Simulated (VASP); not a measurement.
OSZICAR of a VASP run on InP (zinc blende):

File OSZICAR:
```
       N       E                     dE             d eps       ncg     rms           ort
DAV:   1     0.103266314238E+03    0.10327E+03   -0.73664E+03   260   0.137E+03
DAV:   2    -0.157267596767E+01   -0.10484E+03   -0.10121E+03   260   0.303E+02
DAV:   3    -0.860034485496E+01   -0.70277E+01   -0.69855E+01   260   0.843E+01
DAV:   4    -0.879390455868E+01   -0.19356E+00   -0.19343E+00   260   0.153E+01
DAV:   5    -0.880377404140E+01   -0.98695E-02   -0.98692E-02   260   0.296E+00
SDA:   6    -0.783499909611E+01    0.96877E+00   -0.98692E-02   260   0.243E+01   0.000E+00
CGA:   7    -0.822125675990E+01   -0.38626E+00   -0.38711E+00   260   0.680E+00   0.751E-02
CGA:   8    -0.835262075079E+01   -0.13136E+00   -0.13138E+00   260   0.660E-01   0.290E-02
CGA:   9    -0.837589760363E+01   -0.23277E-01   -0.23219E-01   260   0.179E-01   0.348E-03
CGA:  10    -0.838053849786E+01   -0.46409E-02   -0.46456E-02   260   0.761E-02  -0.113E-03
CGA:  11    -0.838199342907E+01   -0.14549E-02   -0.14564E-02   260   0.966E-03   0.647E-04
CGA:  12    -0.838235331841E+01   -0.35989E-03   -0.35815E-03   260   0.192E-03   0.112E-04
CGA:  13    -0.838239317647E+01   -0.39858E-04   -0.39535E-04   260   0.607E-04  -0.130E-04
CGA:  14    -0.838241040645E+01   -0.17230E-04   -0.16866E-04   260   0.110E-04   0.509E-05
CGA:  15    -0.838241400449E+01   -0.35980E-05   -0.34584E-05   260   0.534E-05   0.250E-05
SDA:  16    -0.838241646630E+01   -0.24618E-05   -0.27633E-05   260   0.496E-05  -0.165E-05
SDA:  17    -0.838241714480E+01   -0.67850E-06   -0.80984E-06   260   0.104E-05   0.139E-05
   1 F= -.83824171E+01 E0= -.83824171E+01  d E =-.783411E-12
```

Q: Which electronic solver shows in the log?

A: It is blocked Davidson (ALGO = Normal, or the opening steps of other solvers) and then steepest descent (the opening step of the all-band solvers) and then all-band conjugate gradients (ALGO = All or Conjugate). The INCAR had ALGO = Conjugate.

Q: Can the final energy be trusted as converged?

A: The run converged. It stopped with EDIFF = 1E-6, NELM = 100 (PBE GGA, plane waves, VASP's PBE PAW potentials (set 64)).

The compound is InP in the zinc blende structure. The cell was not relaxed at this level. The run is one of a series of settings (ALGO = Conjugate against the base run), some of them coarse on purpose.
